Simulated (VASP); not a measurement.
# Zn3AsN (Pm-3m) in VASP: a series of runs

The runs below take Zn3AsN through single point, with PBE.

Everything below comes from runs of VASP 6.6.1. Logs are shortened: lines on timing, memory, paths and dates and some standing lists are left out, and cuts for length are marked.

**1. Starting point**

The structure is cubic, space group Pm-3m (No. 221). The conventional cell has a = 4.173 Å, b = 4.173 Å, c = 4.173 Å, α = 90.00°, β = 90.00°, γ = 90.00°. Zn (site symmetry 4/mmm) has 2 N at 2.09 Å as nearest neighbours. As (site symmetry m-3m) has 12 Zn at 2.95 Å as nearest neighbours. N (site symmetry m-3m) is surrounded by 6 Zn at 2.09 Å.

The cell comes from a database or a generator and needn't be the stable form of this composition.

**2. Single point, PBE**

The input, INCAR:

```
SYSTEM = Zn3AsN
PREC = Accurate
ENCUT = 520
EDIFF = 1E-6
ISMEAR = -1
SIGMA = 0.15
LREAL = .False.
LASPH = .True.
NELM = 100
ALGO = Normal
ISIF = 2
LWAVE = .False.
LCHARG = .True.
GGA = PE
LELF = .True.
LVHAR = .True.
NBANDS = 31
```

The input, KPOINTS:

```
regular mesh
0
Gamma
  8 8 8
  0 0 0
```

The input, POSCAR:

```
Zn3AsN
1.0
    4.1734074224      0.0000000000      0.0000000000
    0.0000000000      4.1734074224      0.0000000000
    0.0000000000      0.0000000000      4.1734074224
Zn As N
3 1 1
Direct
    0.0000000000      0.5000000000      0.5000000000
    0.5000000000      0.0000000000      0.5000000000
    0.5000000000      0.5000000000      0.0000000000
    0.0000000000      0.0000000000      0.0000000000
    0.5000000000      0.5000000000      0.5000000000
```

Potentials or basis: VASP PAW PBE potentials, release 64 (Zn, As, N).

Launch:

```
$ cat potpaw_PBE.64/Zn/POTCAR potpaw_PBE.64/As/POTCAR potpaw_PBE.64/N/POTCAR > POTCAR
$ mpirun -np 1 vasp_std > vasp.out
```

OUTCAR:

```text
SYSTEM = Zn3AsN
   PREC = Accurate
   ENCUT = 520
   EDIFF = 1E-6
   ISMEAR = -1
   LREAL = .False.
   LASPH = .True.
   NELM = 100
   ISIF = 2
   GGA = PE

 ion  position               nearest neighbor table
   1  0.000  0.500  0.500-   5 2.09   5 2.09   4 2.95   2 2.95   3 2.95   4 2.95   2 2.95   4 2.95
                             4 2.95   2 2.95   3 2.95   3 2.95   3 2.95   2 2.95
   2  0.500  0.000  0.500-   5 2.09   5 2.09   4 2.95   1 2.95   3 2.95   4 2.95   1 2.95   3 2.95
                             3 2.95   3 2.95   1 2.95   4 2.95   4 2.95   1 2.95
   3  0.500  0.500  0.000-   5 2.09   5 2.09   4 2.95   1 2.95   1 2.95   2 2.95   2 2.95   2 2.95
                             4 2.95   2 2.95   1 2.95   4 2.95   1 2.95   4 2.95
   4  0.000  0.000  0.000-   1 2.95   2 2.95   3 2.95   1 2.95   2 2.95   1 2.95   3 2.95   1 2.95
                             2 2.95   3 2.95   2 2.95   3 2.95
   5  0.500  0.500  0.500-   1 2.09   2 2.09   3 2.09   3 2.09   2 2.09   1 2.09

  LATTYP: Found a simple cubic cell.
 ALAT       =     4.1734074224

  Lattice vectors:

 A1 = (   4.1734074224,   0.0000000000,   0.0000000000)
 A2 = (   0.0000000000,   4.1734074224,   0.0000000000)
 A3 = (   0.0000000000,   0.0000000000,   4.1734074224)

Analysis of symmetry for initial positions (statically):
=====================================================================
 Subroutine PRICEL returns:
 Original cell was already a primitive cell.

 Routine SETGRP: Setting up the symmetry group for a
 simple cubic supercell.

 Subroutine GETGRP returns: Found 48 space group operations
 (whereof 48 operations were pure point group operations)
 out of a pool of 48 trial point group operations.

The static configuration has the point symmetry O_h .

Analysis of symmetry for dynamics (positions and initial velocities):
=====================================================================
 Subroutine PRICEL returns:
 Original cell was already a primitive cell.

 Routine SETGRP: Setting up the symmetry group for a
 simple cubic supercell.

 Subroutine GETGRP returns: Found 48 space group operations
 (whereof 48 operations were pure point group operations)
 out of a pool of 48 trial point group operations.

The dynamic configuration has the point symmetry O_h .

 Subroutine INISYM returns: Found 48 space group operations
 (whereof 48 operations are pure point group operations),
 and found     1 'primitive' translations

----------------------------------------------------------------------------------------

                                     Primitive cell

  volume of cell :      72.6896

  direct lattice vectors                    reciprocal lattice vectors
     4.173407422  0.000000000  0.000000000     0.239612360  0.000000000  0.000000000
     0.000000000  4.173407422  0.000000000     0.000000000  0.239612360  0.000000000
     0.000000000  0.000000000  4.173407422     0.000000000  0.000000000  0.239612360

  length of vectors
     4.173407422  4.173407422  4.173407422     0.239612360  0.239612360  0.239612360

  position of ions in fractional coordinates (direct lattice)
     0.000000000  0.500000000  0.500000000
     0.500000000  0.000000000  0.500000000
     0.500000000  0.500000000  0.000000000
     0.000000000  0.000000000  0.000000000
     0.500000000  0.500000000  0.500000000

  ion indices of the primitive-cell ions
   primitive index   ion index
                 1           1
                 2           2
                 3           3
                 4           4
                 5           5

----------------------------------------------------------------------------------------

 KPOINTS: regular mesh

Automatic generation of k-mesh.
 Grid dimensions read from file:
 generate k-points for:    8    8    8

 Generating k-lattice:

  Cartesian coordinates                     Fractional coordinates (reciprocal lattice)
     0.029951545  0.000000000  0.000000000     0.125000000  0.000000000  0.000000000
     0.000000000  0.029951545  0.000000000     0.000000000  0.125000000  0.000000000
     0.000000000  0.000000000  0.029951545     0.000000000  0.000000000  0.125000000

  Length of vectors
     0.029951545  0.029951545  0.029951545

  Shift w.r.t. Gamma in fractional coordinates (k-lattice)
     0.000000000  0.000000000  0.000000000

 Subroutine IBZKPT returns following result:
 ===========================================

 Found     35 irreducible k-points:

 Following reciprocal coordinates:
            Coordinates               Weight
  0.000000  0.000000  0.000000      1.000000
  0.125000  0.000000  0.000000      6.000000
  0.250000  0.000000  0.000000      6.000000
  0.375000  0.000000  0.000000      6.000000
  0.500000  0.000000  0.000000      3.000000
  0.125000  0.125000  0.000000     12.000000
[... 16 lines left out ...]
  0.375000  0.375000  0.125000     24.000000
  0.500000  0.375000  0.125000     24.000000
 [... further k-points ...]
   k-points           NKPTS =     35   k-points in BZ     NKDIM =     35   number of bands    NBANDS=     31
   number of dos      NEDOS =    301   number of ions     NIONS =      5
   total plane-waves  NPLWV =  32768
   dimension x,y,z NGX =    32 NGY =   32 NGZ =   32
   dimension x,y,z NGXF=    64 NGYF=   64 NGZF=   64
   ions per type =               3   1   1
   NGX,Y,Z   is equivalent  to a cutoff of  12.75, 12.75, 12.75 a.u.
   NGXF,Y,Z  is equivalent  to a cutoff of  25.49, 25.49, 25.49 a.u.
 SYSTEM =  Zn3AsN
   PREC   = accura    normal or accurate (medium, high low for compatibility)
   ISTART =      0    job   : 0-new  1-cont  2-samecut
   ICHARG =      2    charge: 1-file 2-atom 10-const
   ISPIN  =      1    spin polarized calculation?
   LNONCOLLINEAR =      F non collinear calculations
   LSORBIT =      F    spin-orbit coupling
   LASPH  =      T    aspherical Exc in radial PAW
   ENCUT  =  520.0 eV  38.22 Ry    6.18 a.u.   7.76  7.76  7.76*2*pi/ulx,y,z
   NELM   =    100;   NELMIN=  2; NELMDL= -5     # of ELM steps
   EDIFF  = 0.1E-05   stopping-criterion for ELM
   LREAL  =      F    real-space projection
   EDIFFG = 0.1E-04   stopping-criterion for IOM
   NSW    =      0    number of steps for IOM
   IBRION =     -1    ionic relax: 0-MD 1-quasi-New 2-CG
   NFREE  =      0    steps in history (QN), initial steepest desc. (CG)
   ISIF   =      2    stress and relaxation
   ISYM   =      2    0-nonsym 1-usesym 2-fastsym
   POTIM  = 0.5000    time-step for ionic-motion
   TEBEG  =    0.0;   TEEND  =   0.0 temperature during run
   PSTRESS=    0.0 pullay stress
   NELECT =      46.0000    total number of electrons
   NUPDOWN=      -1.0000    fix difference up-down
   EMIN   =  10.00;   EMAX   =-10.00  energy-range for DOS
   EFERMI =   0.00;   METHOD = LEGACY
   ISMEAR =    -1;   SIGMA  =   0.15  broadening in eV -4-tet -1-fermi 0-gaus
   EFERMI_NEDOS =   21; number of points for ismear=-14 and -15
   IALGO  =     38    algorithm
   IMIX   =      4    mixing-type and parameters
     AMIX     =   0.40;   BMIX     =  1.00
     AMIX_MAG =   1.60;   BMIX_MAG =  1.00
  volume/ion in A,a.u.               =      14.54        98.11
  Fermi-wavevector in a.u.,A,eV,Ry     =   1.405519  2.656045 26.878079  1.975483
  Thomas-Fermi vector in A             =   2.527972
   LORBIT       =      0    0 simple, 1 ext, 2 COOP (PROOUT), +10 PAW based schemes
   GGA     = PE    functional components
   LHFCALC =     F    Hartree Fock is set to
   AEXX    =    0.0000 exact exchange contribution
   IVDW    =     0    specifies the selected vdW correction
   LEPSILON=     F    determine dielectric tensor
   LRPA    =     F    only Hartree local field effects (RPA)
 non-spin polarized calculation
  energy-cutoff  :      520.00
  volume of cell :       72.69
 maximum number of plane-waves:      1980
 NGX is ok and might be reduce to    32
   NGX = 15   NGY = 15   NGZ = 15

 number of electron      45.9999922 magnetization

 Free energy of the ion-electron system (eV)
  ---------------------------------------------------
  ext. energy  EPLUGINS =         0.00000000
  ---------------------------------------------------
  free energy    TOTEN  =       -15.22976410 eV

  energy without entropy =      -15.16991050  energy(sigma->0) =      -15.19983730

 E-fermi :   4.0419     XC(G=0): -11.2759

 val. band max:        3.9803519594   @ k =   0.5000   0.3750   0.0000
 cond. band min:       4.1178572714   @ k =   0.5000   0.3750   0.0000
 fundamental gap:      0.1375053120
 Fermi energy:         4.0418658008

 k-point     1 :       0.0000    0.0000    0.0000
  band No.  band energies     occupation
      1     -11.9432      2.00000
      2      -7.1973      2.00000
      3      -3.6187      2.00000
      4      -3.6187      2.00000
      5      -3.6187      2.00000
      6      -3.5375      2.00000
[... 23 lines left out ...]
     30      12.8042      0.00000
     31      12.8042      0.00000

 k-point     2 :       0.1250    0.0000    0.0000
  band No.  band energies     occupation
      1     -11.8934      2.00000
      2      -7.1599      2.00000
      3      -3.6118      2.00000
      4      -3.6118      2.00000
      5      -3.6094      2.00000
      6      -3.5423      2.00000
[... 23 lines left out ...]
     30      12.3938      0.00000
     31      12.4076      0.00000

 k-point     3 :       0.2500    0.0000    0.0000
  band No.  band energies     occupation
      1     -11.7664      2.00000
      2      -7.0767      2.00000
      3      -3.6056      2.00000
      4      -3.5879      2.00000
      5      -3.5879      2.00000
      6      -3.5852      2.00000
[... 703 lines left out ...]
     30      11.2386      0.00000
     31      12.2695      0.00000

 k-point    24 :       0.5000    0.3750    0.1250
  band No.  band energies     occupation
      1     -11.2488      2.00000
      2      -6.4266      2.00000
      3      -4.4612      2.00000
      4      -4.3784      2.00000
      5      -3.8554      2.00000
      6      -3.4588      2.00000
[... 23 lines left out ...]
     30      11.9727      0.00000
     31      12.5086      0.00000

 [... further k-points ...]

------------------------ aborting loop because EDIFF is reached ----------------------------------------

  FORCE on cell =-STRESS in cart. coord.  units (eV):
  Direction    XX          YY          ZZ          XY          YZ          ZX
  --------------------------------------------------------------------------------------
  -------------------------------------------------------------------------------------
  Total        0.2286645      0.2286645      0.2286645     -0.0000000      0.0000000     -0.0000000
  in kB        5.0400747      5.0400747      5.0400747     -0.0000000      0.0000000     -0.0000000
  external PRESSURE =       5.0400747 kB  Pullay stress =       0.0000000 kB

 VOLUME and BASIS-vectors are now :
 -----------------------------------------------------------------------------
  energy-cutoff  :      520.00
  volume of cell :       72.69
      direct lattice vectors                 reciprocal lattice vectors
     4.173407422  0.000000000  0.000000000     0.239612360  0.000000000  0.000000000
     0.000000000  4.173407422  0.000000000     0.000000000  0.239612360  0.000000000
     0.000000000  0.000000000  4.173407422     0.000000000  0.000000000  0.239612360

 POSITION                                       TOTAL-FORCE (eV/Angst)
 -----------------------------------------------------------------------------------
      0.00000      2.08670      2.08670         0.000000      0.000000      0.000000
      2.08670      0.00000      2.08670         0.000000      0.000000      0.000000
      2.08670      2.08670      0.00000         0.000000      0.000000      0.000000
      0.00000      0.00000      0.00000         0.000000      0.000000      0.000000
      2.08670      2.08670      2.08670         0.000000      0.000000      0.000000
 -----------------------------------------------------------------------------------
    total drift:                                0.000000     -0.000000     -0.000000

  FREE ENERGIE OF THE ION-ELECTRON SYSTEM (eV)
  ---------------------------------------------------
  free  energy   TOTEN  =       -15.2297640980 eV

  energy  without entropy=      -15.1699104971  energy(sigma->0) =      -15.19983730
```

Run time: 54 s. Hardware: 1 thread of Intel Xeon Platinum 8488C (Sapphire Rapids), shared host; peak memory 0.21 GiB.

What came out:

```
Free energy            : -15.2298 eV
Pressure               : 0.5 GPa
Band gap on the k mesh : none (metal or under the smearing width)
```

(Part 1 of 2 ends here.)
